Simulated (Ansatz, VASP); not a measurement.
**Ge (Germanium) in two plane-wave programs**

Wanted: the spread between two codes on one cell, functional and k mesh. The structure shown is the start of the Ansatz relaxation below; VASP solves that cell, so the two are compared at the walk's first step.

Program: Ansatz 0.2.0. Level of theory: plane waves, with VASP 6.6.1 beside it; single point at PBEsol. Results are calculated unless marked as measured.

**1. The structure**

The structure is orthorhombic, space group Imma (No. 74). The conventional cell has a = 3.853 Å, b = 4.019 Å, c = 5.739 Å, α = 90.00°, β = 90.00°, γ = 90.00°. Ge has 4 Ge at 2.42 to 2.45 Å nearest.

As a file:

```cif
data_structure
_symmetry_space_group_name_H-M 'Imma'
_symmetry_Int_Tables_number 74
_cell_length_a 3.8528
_cell_length_b 4.0188
_cell_length_c 5.7390
_cell_angle_alpha 90.000
_cell_angle_beta 90.000
_cell_angle_gamma 90.000
_cell_volume 88.86
loop_
_atom_site_label
_atom_site_type_symbol
_atom_site_symmetry_multiplicity
_atom_site_Wyckoff_symbol
_atom_site_fract_x
_atom_site_fract_y
_atom_site_fract_z
_atom_site_occupancy
Ge1 Ge 4 e 0.00000 0.75000 0.62279 1
```

**2. Ansatz: relaxation, PBEsol**

Ansatz runs on its PAW soft_1 files.

The two programs are compared at the cell with which this relaxation starts, whose forces are those of its first step.

input.yaml

```yaml
crystal:
  lattice:
    - [-0.0586959912, 2.7830444467, 2.8694818725]
    - [2.7830444467, -0.0586959912, 2.8694818725]
    - [2.7243484556, 2.7243484556, 0.0]
  atoms:
    - { symbol: Ge, position: [0.4977896658, 0.4977896658, 0.5022103342] }
    - { symbol: Ge, position: [0.7522103342, 0.7522103342, 0.7477896658] }
  conventional_axes: [[0, 0, 1], [1, -1, 0], [1, 1, -1]]
kpoints:
  mp_grid: { grid: [16, 16, 16] }
hamiltonian:
  xc: pbesol
  pseudopotentials: { kind: paw, azcp: { folder: soft_1 }, xc_functional: pbe }
scf:
  occupations: { method: methfessel_paxton, width: 0.2 }
output:
  forces: true
  stress: true
  eigenvalues: true
relax:
  adjacent_minimum: "off"
  f_tol: 0.001
  max_steps: 60
  cell: { stress_tol: 0.01, fix: [a, angles] }
```

Command:

```console
> ansatz run input.yaml --threads 4 --pin off --max-ram 10240MiB --backend cpu --events-out ev --progress --plain --runs-dir out
```

Numbers of over 12 decimals in the logs are rounded to 6 here.

The log of the run:

```text
Engine: ansatz 0.2.0, aarch64-unknown-linux-gnu
Pseudopotentials: kind: paw
Pseudopotential: Ge, paw, valence charge 14, recommended cutoff 420 eV (normal), soft_1/Ge.paw.azcp
Functional definition: PBEsol
  exchange = pbesol_x
  correlation = pbesol_c
Crystal: 2 atoms, lattice volume = 44.430 Å³
Basis set: ecut = 420 eV, 889 PW (Γ), exchange–correlation on 54×54×54 points (8 copies of the dense FFT grid, shifted against one another)
Bands: 18, of which v1, the nominal top of the filled ones, is band 14 counted from 1 (13 counted from 0)
Symmetry: 8 space group operations
Space group: Imma (ITA 74), of the structure as read, at distance tolerance 3.5e-5 Å
k-points: 621 of 4096
Non-local potential: Ge, projectors of the file, l = 0: 2, l = 1: 2, l = 2: 3, l = 3: 1
PAW form: soft (Blöchl's): semilocal exchange-correlation on the pseudo side does not see the compensation charge
PAW frozen core: Ge, regenerated for the run's functional, and the local potential with it (the file was generated under x = pbe(κ = 0.804, μ = 0.219515), c = pbe(β = 0.066725))
PAW one-centre angular grid: Ge, 590 points (default); XC on 64 Gauss nodes
Initial density: superposition of atomic densities (chi_scale 0.1, normalization cell)
Initial wavefunctions: pseudopotential atomic-orbital guess
Functional: x = pbesol(κ = 0.804, μ = 0.123457), c = pbesol(β = 0.046)
SCF iter   1: F=—  HF=-8507.051806 eV  |F-HF|=—  |Δ(HF+E_count)|=         —  Δρ=3.62e-2  dr2=4.65e-1  ethr=3.10e-3  ⟨swp⟩=5.1  Hψ=51165  notcnv=0
preconditioner: auto → Kerker (q_TF=auto, 2.526 Å⁻¹)  [metal: Δε(μ)=0.040 eV  Ē_g=23.365 eV  σ=0.200 eV  W_gap=0.17  n_scr=14 (ndim 8)  ℏωp=29.5 eV  f_vac=0.000  D(μ)=0.03/eV (n_scr^D=0)]
SCF iter   2: F=—  HF=-8507.023568 eV  |F-HF|=—  |Δ(HF+E_count)|=   2.82e-2  S|Δr|=    0.00e0  Δρ=2.35e-2  dr2=2.31e-1  ethr=1.66e-3  ⟨swp⟩=1.0  Hψ=16146  notcnv=0
SCF iter   3: F=—  HF=-8506.975947 eV  |F-HF|=—  |Δ(HF+E_count)|=   4.76e-2  S|Δr|=    0.00e0  Δρ=3.86e-3  dr2=1.19e-2  ethr=8.25e-4  ⟨swp⟩=1.6  Hψ=11896  notcnv=0
SCF iter   4: F=—  HF=-8506.976179 eV  |F-HF|=—  |Δ(HF+E_count)|=   2.33e-4  S|Δr|=    0.00e0  Δρ=2.51e-3  dr2=3.93e-3  ethr=4.27e-5  ⟨swp⟩=2.0  Hψ=19378  notcnv=0
SCF iter   5: F=—  HF=-8506.976727 eV  |F-HF|=—  |Δ(HF+E_count)|=   5.48e-4  S|Δr|=    0.00e0  Δρ=6.39e-4  dr2=1.57e-4  ethr=1.40e-5  ⟨swp⟩=2.0  Hψ=19873  notcnv=0
SCF iter   6: F=—  HF=-8506.976836 eV  |F-HF|=—  |Δ(HF+E_count)|=   1.09e-4  S|Δr|=    0.00e0  Δρ=1.32e-4  dr2=5.39e-6  ethr=5.59e-7  ⟨swp⟩=2.0  Hψ=19901  notcnv=0
SCF iter   7: F=—  HF=-8506.976848 eV  |F-HF|=—  |Δ(HF+E_count)|=   1.24e-5  S|Δr|=    0.00e0  Δρ=3.18e-5  dr2=3.94e-7  ethr=1.92e-8  ⟨swp⟩=2.0  Hψ=19910  notcnv=0
SCF iter   8: F=-8506.976849 eV  HF=-8506.976849 eV  |F-HF|=2.94e-8  |Δ(HF+E_count)|=   7.53e-7  S|Δr|=    0.00e0  Δρ=7.21e-6  dr2=3.55e-8  ethr=3.57e-10  ⟨swp⟩=6.5  Hψ=52244  notcnv=0
SCF 1 converged in 8 iterations: F = -8506.976849 eV  dr2 = 3.55e-8
  greatest PAW one-centre occupation: 0.998 electrons in one spin orbital (limit 2), on the Ge atom at site 1 (counted from 0), in its partial waves of l = 2
relax step   1: F+E_penalty+E_count = -8506.97684928 eV  Δ(F+E_penalty+E_count) = +0.000e0 eV  max|allowed force component| = 1.011e-1 eV/Å  Δτ_max = 0.0000 Å  P = +2.119 GPa  Ω = 44.430 Å³  fix = [a, alpha, beta, gamma]  reactions: a +5.852 GPa  (8 SCF iters, dr2 threshold 1.00e-7 eV, accepted)
[...]
relax step   2: F+E_penalty+E_count = -8506.97750417 eV  Δ(F+E_penalty+E_count) = -6.549e-4 eV  max|allowed force component| = 1.078e-2 eV/Å  Δτ_max = 0.0041 Å  P = +1.822 GPa  Ω = 44.593 Å³  energy of the carried Pulay correction = -2.938e-5 eV  fix = [a, alpha, beta, gamma]  reactions: a +5.403 GPa  (3 SCF iters, dr2 threshold 2.00e-7 eV, accepted)
[...]
relax step   3: F+E_penalty+E_count = -8506.97751517 eV  Δ(F+E_penalty+E_count) = -1.100e-5 eV  max|allowed force component| = 6.954e-4 eV/Å  Δτ_max = 0.0003 Å  P = +1.778 GPa  Ω = 44.618 Å³  energy of the carried Pulay correction = -3.386e-5 eV  fix = [a, alpha, beta, gamma]  reactions: a +5.336 GPa  (3 SCF iters, dr2 threshold 2.26e-8 eV, accepted)
[...]
relax step   4: F+E_penalty+E_count = -8506.97754820 eV  Δ(F+E_penalty+E_count) = -3.303e-5 eV  max|allowed force component| = 7.085e-4 eV/Å  Δτ_max = 0.0000 Å  P = +1.778 GPa  Ω = 44.618 Å³  fix = [a, alpha, beta, gamma]  reactions: a +5.337 GPa  stress off target by 7.32e-3 GPa on what of the cell is left free  SCF on the basis re-selected at this cell (its energy is not comparable with the rows above)  (5 SCF iters)
basis re-selected at this cell: Δ(F+E_penalty+E_count) = -3.303e-5 eV, ΔP = +0.000 GPa vs the last step (what re-selecting the basis moved, of the pressure what is left beyond the Pulay correction that the steps carried, after the strain that the cell walked since its last selection, with what the two solves' SCF thresholds leave and, on support functions, any second-order correction that the steps lacked; it is no m [...]
SCF converged after 5 iterations
Stability not checked: this state was not tested for a lower state beside it, because cold or Methfessel-Paxton smearing, or corrected tetrahedra, fill the levels in a way that the test cannot read (fill_not_monotonic; see scf.lower_state_search)
Free energy (F): -8506.977548 eV
Harris-Foulkes:  -8506.977548 eV  (|F-HF|=0.00e0)
Internal energy: -8506.977943 eV  (E = F + TS)
E sigma→0 (E₀):  -8506.977647 eV
Entropy (-TS):   0.000395 eV (0.197 meV/atom)
Fermi energy:    8.706988 eV
Step filling:    the computed levels leave a gap of 0.0117 eV = 0.1 smearing widths at the electron count; against every level under it full and every level over it empty, smearing changes F+E_penalty+E_count by +0.051 meV and its σ→0 estimate by -0.047 meV
--- Per-component energies (eV) ---
  E_band       = -298.903591
  E_kinetic    = 186.279530
  E_local      = -4481.458103  (includes V_loc(G=0)·N_el)
  E_nonlocal   = 438.953198
  E_hartree    = 2135.743263
  E_xc         = -142.477059
  E_vxc        = -130.701917  (∫ρ·V_xc dr)
  E_paw        = -3944.854204  (= ΣΔE_a)
  E_vpaw       = -583.462851  (= ΣTr[D̂ρ^β])
  E_aug_tail   = 0.000034  (compensation charges beyond the density's cutoff)
  E_ewald      = -2701.000477
  E_core_change = 1.835876  (= ΣΔE_core)
  E_smearing   = 0.000395  (= −TS)
  E_closure    = -0.000000  (closes the sum)
  Σ components = -8506.977548   (vs F -8506.977548, Δ=0.00e0)
--- Forces (eV/Å), atoms counted from 1 ---
  atom   1  Ge     0.00000000     0.00000000    -0.00070848
  atom   2  Ge    -0.00000000    -0.00000000     0.00070848
  max |Σ_I F_I| component: 5.20e-18 eV/Å
--- Stress (GPa, compression-positive) ---
        2.670784       2.666002       0.000000
        2.666002       2.670784       0.000000
        0.000000       0.000000      -0.007324
  P = ⅓ Tr σ = 1.7781 GPa (17.781 kbar)
--- Band table (eV; the first three rows and the last of 621) ---
  k-point 0: bands = [... 10 lower, -4.2977, 8.4054, 8.4856, 8.6392, 8.9278, 10.8858, 11.3112, 11.3300]
  k-point 1: bands = [... 10 lower, -4.2474, 7.5754, 8.3868, 8.5015, 9.3836, 11.0284, 11.3726, 11.6295]
  k-point 2: bands = [... 10 lower, -4.0972, 6.3846, 8.1535, 8.2127, 9.5047, 11.3771, 11.6128, 12.3813]
  k-point 620: bands = [... 10 lower, -0.5496, -0.3810, 5.3679, 5.9219, 9.0825, 9.8017, 18.0714, 18.3009]
--- Relaxed structure (3 steps of the walk, 3 accepted, 1 SCFs on fresh bases) ---
  F+E_penalty+E_count = -8506.97754820 eV   max|allowed force component| = 7.085e-4 eV/Å   (the final SCF, on the basis selected at the relaxed cell)
  cell:  # Å, volume = 44.6182 Å³
    - [-0.059520, 2.783868, 2.879941]
    - [2.783868, -0.059520, 2.879941]
    - [2.724348, 2.724348, 4.7470874718988806e-11]
  atoms:
    - { symbol: Ge, position: [0.497032, 0.497032, 0.502968132859] }
    - { symbol: Ge, position: [0.752968, 0.752968, 0.747032] }
```

Reading the cycles: dr2 is the Hartree energy of the density residual (eV), the measure of convergence; HF is the Harris–Foulkes estimate of the energy, which meets the free energy F at convergence.

**3. VASP: single point, PBEsol, start cell, pair 1**

The same cell, functional, mesh and smearing now go to VASP, with its own data sets.

Lines of VASP's logs that name or quote its potential files are left out, and so is its time.

INCAR

```
SYSTEM = Ge
PREC = Accurate
ENCUT = 410
EDIFF = 1E-06
NELM = 120
ISMEAR = 1
SIGMA = 0.2
LREAL = .FALSE.
ALGO = Normal
GGA = PS
NBANDS = 20
LORBIT = 11
LWAVE = .FALSE.
LCHARG = .FALSE.
ISIF = 2
LASPH = .TRUE.
GGA_COMPAT = .FALSE.
KPAR = 2
```

POSCAR

```
Ge
1.0
   -0.0586960000      2.7830440000      2.8694820000
    2.7830440000     -0.0586960000      2.8694820000
    2.7243480000      2.7243480000      0.0000000000
Ge
2
Direct
    0.4977896707      0.4977896707      0.5022103293
    0.7522103293      0.7522103293      0.7477900378
```

KPOINTS

```
Automatic mesh
0
Gamma
16 16 16
0 0 0
```

The projector-augmented-wave data sets are Ge_d (PBE family, release 64).

Command:

```console
> mpirun -np 2 vasp_std
```

The log of the run:

```text
[banner, memory and clock lines left out]
running    2 mpi-ranks, on    1 nodes
 distrk:  each k-point on    1 cores,    2 groups
 distr:  one band on    1 cores,    1 groups

 POSCAR found type information on POSCAR Ge
 POSCAR found :  1 types and       2 ions
|                                                                             |
|               ----> ADVICE to this user running VASP <----                  |
|                                                                             |
|     You enforced a specific xc type in the INCAR file but a different       |
|     [... a line on the potential file left out ...]
|     I HOPE YOU KNOW WHAT YOU ARE DOING!                                     |
|                                                                             |

 LDA part: xc-table for (Slater+PW92), standard interpolation
 POSCAR, INCAR and KPOINTS ok, starting setup
 FFT: planning ... GRIDC
 FFT: planning ... GRID_SOFT
 FFT: planning ... GRID
 WAVECAR not read
 entering main loop
       N       E                     dE             d eps       ncg     rms          rms(c)
DAV:   1     0.170245748284E+03    0.17025E+03   -0.13278E+04 26916   0.341E+03
DAV:   2     0.134825551800E+02   -0.15676E+03   -0.15270E+03 24920   0.535E+02
DAV:   3    -0.930587365506E+01   -0.22788E+02   -0.22626E+02 28048   0.137E+02
DAV:   4    -0.999343063206E+01   -0.68756E+00   -0.68715E+00 27964   0.283E+01
DAV:   5    -0.100043469628E+02   -0.10916E-01   -0.10916E-01 27896   0.383E+00    0.334E+00
DAV:   6    -0.989444456601E+01    0.10990E+00   -0.38234E-02 31116   0.236E+00    0.190E+00
DAV:   7    -0.984299215015E+01    0.51452E-01   -0.69231E-02 25852   0.255E+00    0.160E-01
DAV:   8    -0.984394966706E+01   -0.95752E-03   -0.70174E-03 28784   0.115E+00    0.545E-02
DAV:   9    -0.984406183583E+01   -0.11217E-03   -0.22180E-04 28584   0.196E-01    0.167E-02
DAV:  10    -0.984407915072E+01   -0.17315E-04   -0.22603E-05 33072   0.436E-02    0.544E-03
DAV:  11    -0.984408041903E+01   -0.12683E-05   -0.33061E-06 23060   0.188E-02    0.143E-03
DAV:  12    -0.984408037930E+01    0.39734E-07   -0.74900E-07 16164   0.169E-02
   1 F= -.98440804E+01 E0= -.98441741E+01  d E =0.281172E-03
```

From OUTCAR (step 3):

```text
ion  position               nearest neighbor table
   1  0.498  0.498  0.502-   2 2.42   2 2.42   2 2.45   2 2.45
   2  0.752  0.752  0.748-   1 2.42   1 2.42   1 2.45   1 2.45

  LATTYP: Found a body centered orthorhombic cell.
 ALAT       =     3.8528098902
 B/A-ratio  =     1.0430899430
 C/A-ratio  =     1.4895528623

 Subroutine GETGRP returns: Found  8 space group operations
 (whereof  4 operations were pure point group operations)

The static configuration has the point symmetry C_2v.
 The point group associated with its full space group is D_2h.

 Found    621 irreducible k-points:

   k-points           NKPTS =    621   k-points in BZ     NKDIM =    621   number of bands    NBANDS=     20

   dimension x,y,z NGX =    28 NGY =   28 NGZ =   28
   dimension x,y,z NGXF=    56 NGYF=   56 NGZF=   56

   ENCUT  =  410.0 eV  30.13 Ry    5.49 a.u.   6.60  6.60  6.36*2*pi/ulx,y,z

   NELECT =      28.0000    total number of electrons

 k-points in reciprocal lattice and weights: Automatic mesh
   0.00000000  0.00000000  0.00000000       0.000
   0.06250000 -0.00000000  0.00000000       0.001
   0.12500000 -0.00000000  0.00000000       0.001
   0.18750000  0.00000000  0.00000000       0.001
   0.25000000 -0.00000000  0.00000000       0.001
   0.31250000 -0.00000000  0.00000000       0.001
   0.37500000  0.00000000  0.00000000       0.001
   0.43750000 -0.00000000  0.00000000       0.001
   0.50000000 -0.00000000  0.00000000       0.000
[...]
0.25000000  0.25000000  0.50000000       0.000
  -0.25000000  0.25000000  0.50000000       0.000

 average (electrostatic) potential at core
       1 -73.9934       2 -73.9934

 E-fermi :   5.1299

 k-point     1 :       0.0000    0.0000    0.0000
  band No.  band energies     occupation
    ...
     10     -19.4569      2.00000
     11      -7.8963      2.00000
     12       4.8629      2.06770
     13       4.9585      2.00642
     14       5.1321      0.98122
     15       5.3148     -0.03077
     16       7.3099     -0.00000
     17       7.7667     -0.00000
     18       7.7906     -0.00000
     19      11.3387      0.00000
    ...

 k-point     2 :       0.0625   -0.0000    0.0000
  band No.  band energies     occupation
    ...
      9     -19.4587      2.00000
     10     -19.4515      2.00000
     11      -7.8493      2.00000
     12       3.8120      2.00000
     13       4.7963      2.03990
     14       5.2182      0.32720
     15       5.9534     -0.00000
     16       7.5530     -0.00000
     17       7.8471     -0.00000
     18       7.9196     -0.00000
    ...

 k-point     3 :       0.1250   -0.0000    0.0000
  band No.  band energies     occupation
    ...
     10     -19.4433      2.00000
     11      -7.7092      2.00000
     12       2.5528      2.00000
     13       4.5639      2.00047
     14       4.9861      1.93271
     15       6.2109     -0.00000
     16       8.0682     -0.00000
     17       8.2337     -0.00000
     18       8.4002     -0.00000
     19      12.2200      0.00000
    ...

  Total        0.7054454      0.7054454      0.0375320      0.8153776      0.0000000      0.0000000
  in kB       25.4386215     25.4386215      1.3534194     29.4028160      0.0000000      0.0000000
  external PRESSURE =      17.4102208 kB  Pullay stress =       0.0000000 kB

  energy-cutoff  :      410.00
  volume of cell :       44.43
      direct lattice vectors                 reciprocal lattice vectors
    -0.058696000  2.783044000  2.869482000    -0.175948539  0.175948539  0.174247477
     2.783044000 -0.058696000  2.869482000     0.175948539 -0.175948539  0.174247477
     2.724348000  2.724348000  0.000000000     0.183530151  0.183530151 -0.174247477

 POSITION                                       TOTAL-FORCE (eV/Angst)
 -----------------------------------------------------------------------------------
      2.72435      2.72435      2.85680         0.000000      0.000000     -0.098047
      4.08652      4.08652      4.31691         0.000000      0.000000      0.098047
 -----------------------------------------------------------------------------------
    total drift:                                0.000001      0.000001      0.000482

  FREE ENERGIE OF THE ION-ELECTRON SYSTEM (eV)
  ---------------------------------------------------
  free  energy   TOTEN  =        -9.8440803793 eV

  energy  without entropy=       -9.8443615510  energy(sigma->0) =       -9.84417410

 total charge
# of ion       s       p       d       tot
------------------------------------------
    1        1.129   1.276  10.027  12.432
    2        1.129   1.276  10.027  12.432
--------------------------------------------------
tot          2.257   2.552  20.054  24.863

[... 3 further parts left out ...]
```

The run ends at a pressure of 1.74 GPa, with forces up to 0.098 eV/Å.

**4. Comparison**

Known differences besides the potentials themselves: the cutoff is 420 eV in Ansatz and 410 eV in VASP; Ansatz makes its cores anew for this functional, VASP keeps those of its PBE data sets. Total energies have different zeros and are not compared.

Forces (eV/Å; atoms numbered as in POSCAR):

```csv
atom,"Ansatz x, y, z","VASP x, y, z"
Ge1,"0.000, 0.000, -0.101","0.000, 0.000, -0.098"
Ge2,"0.000, 0.000, 0.101","0.000, 0.000, 0.098"
```

The forces differ by 1.8 meV/Å r.m.s., which is 3.1 % of the r.m.s. force of 0.057 eV/Å (both taken over all components).

**5. Further runs**

Further runs change the set-up of one program: Ansatz's method, potentials or start, or VASP's data sets, cutoff or form of LDA. The table gives that difference for each run.

```csv
run,r.m.s. force difference (meV/Å)
as above,1.8
VASP with a cutoff of 500 eV (perhaps on Ansatz's relaxed cell),1.5
```

**6. Ansatz: relaxation, PBEsol**

The two programs are compared at the cell with which this relaxation starts, whose forces are those of its first step. The cell compared in this pair holds 44.70 Å³, against 44.43 Å³ for the pair before.

The structure compared here is the start of the Ansatz relaxation; VASP solves that cell, so the two are compared at the walk's first step.

input.yaml, the sections that differ from step 2:

```yaml
crystal:
  lattice:
    - [-0.0437338981, 2.7964609833, 2.8589958471]
    - [2.7964609833, -0.0437338981, 2.8589958471]
    - [2.7527270853, 2.7527270853, 0.0]
  atoms:
    - { symbol: Ge, position: [0.4985453385, 0.4985453385, 0.5014546615] }
    - { symbol: Ge, position: [0.7514546615, 0.7514546615, 0.7485453385] }
  conventional_axes: [[0, 0, 1], [1, -1, 0], [1, 1, -1]]
# kpoints, hamiltonian, scf, output, relax: as in step 2
```

Command:

```console
> ansatz run input.yaml --threads 4 --pin off --max-ram 10240MiB --backend cpu --events-out ev --progress --plain --runs-dir out
```

The log of the run:

```text
[...]
Crystal: 2 atoms, lattice volume = 44.705 Å³
Basis set: ecut = 420 eV, 889 PW (Γ), exchange–correlation on 54×54×54 points (8 copies of the dense FFT grid, shifted against one another)
Bands: 18, of which v1, the nominal top of the filled ones, is band 14 counted from 1 (13 counted from 0)
Symmetry: 8 space group operations
[...]
k-points: 621 of 4096
[...]
k-point 620: bands = [... 10 lower, -0.5598, -0.4293, 5.3334, 5.7382, 9.0523, 9.5800, 17.9671, 18.1454]
--- Relaxed structure (3 steps of the walk, 3 accepted, 1 SCFs on fresh bases) ---
[...]
cell:  # Å, volume = 44.8932 Å³
    - [-0.044507, 2.797234, 2.869482]
    - [2.797234, -0.044507, 2.869482]
    - [2.752727, 2.752727, 4.814173277817479e-11]
  atoms:
    - { symbol: Ge, position: [0.497790, 0.497790, 0.502210] }
    - { symbol: Ge, position: [0.752210, 0.752210, 0.747790] }
[key lines of the parts left out:]
SCF converged after 6 iterations
Free energy (F): -8506.990893 eV
Fermi energy:    8.583557 eV
P = ⅓ Tr σ = 1.2981 GPa (12.981 kbar)
```

[end of part 1 of 2]

[Lines on the potential files, build, host, timing and source positions are cut from VASP's logs without a mark.]

[Logs are printed without paths, hosts, clocks, repeated set-up lines and the standing remarks that a program may print on its own settings, such as how far it seeks lower states.]

[Hosts, paths, dates, database ids (printed as entryN), source tags and the programs' standing remarks are cut or masked in the printed files.]

[Rows of further runs with another cutoff or data set may stand on the cell that Ansatz relaxed, not on the start cell of the pair above them.]
